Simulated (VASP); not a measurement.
# RbAuBr3: single point with LDA

RbAuBr3:

```
CELL_PARAMETERS angstrom
5.43699 0.00000 0.00000
0.00000 5.43699 0.00000
0.00000 0.00000 5.57291
ATOMIC_POSITIONS crystal
Rb 0.50000 0.50000 0.50000
Au 0.00000 0.00000 0.00000
Br 0.50000 0.00000 0.00000
Br 0.00000 0.00000 0.50000
Br 0.00000 0.50000 0.00000
```

The cell comes from a database or a generator and needn't be the stable form of this composition.

```
Program                : VASP 6.6.1
Task                   : single point
Functional             : LDA
Potentials or basis    : VASP PAW LDA potentials, release 64 (Rb_sv, Au, Br)
Cutoff                 : 520 eV
k mesh                 : 7 × 7 × 7
Occupations            : fermi-dirac, width 0.1 eV
Spin                   : no spin polarisation
Dipole correction      : no
Further INCAR settings : ALGO = Fast; EDIFF = 1e-06; NBANDS = 28
```

```
Pressure               : -4.3 GPa
Band gap on the k mesh : none (metal or under the smearing width)
```

Stress tensor (GPa, compression positive):
```
-4.14  0.00  0.00
 0.00 -4.14  0.00
 0.00  0.00 -4.60
```

Levels at points of the mesh, in eV from the Fermi level:
```csv
k point,band 18,band 19,band 20,band 21,band 22,band 23,band 24,band 25
"(0.00, 0.00, 0.00)",-1.57,-1.35,-1.35,-1.33,-0.29,3.36,4.99,5.05
```

Wall time 2.7 min on 1 thread of Intel(R) Xeon(R) Platinum 8488C (Sapphire Rapids) (shared host), peak memory 0.33 GiB.

Caveat: an odd number of electrons without spin polarisation forces a metal; a magnetic or distorted state may lie lower. The run has no spin-orbit coupling, so splittings on Au are missing.
